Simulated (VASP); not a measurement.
Input:

```yaml
crystal:
  lattice:
    - [2.97495, 0.00000, 0.00000]
    - [0.00000, 2.97495, 0.00000]
    - [0.00000, 0.00000, 2.97495]
  atoms:
    - { symbol: Al, position: [0.50000, 0.50000, 0.50000] }
    - { symbol: Ru, position: [0.00000, 0.00000, 0.00000] }
```

Method: PBEsol GGA, VASP's PBE PAW potentials (set 64) (plane waves; VASP 6.6.1). Run with 500 eV cut-off, 12×12×12 Γ-centred mesh, first-order Methfessel-Paxton smearing of 0.10 eV, potentials Al Ru_pv.

Problem. Estimate the energy per atom (σ→0), band gap (on the k-mesh) with the smallest direct gap where there is one.

Solution. 
```json
{
  "band gap (on the k-mesh)": "none (metal, semimetal or under 0.01 eV)",
  "energy per atom (σ→0)": "-7.763 eV/atom"
}
```

Total energies compare only between runs with the same potentials, cut-off and functional.

The compound is RuAl in the CsCl type structure. It was relaxed first. The electron count is odd and the run is not spin-polarised, which forces a metal.
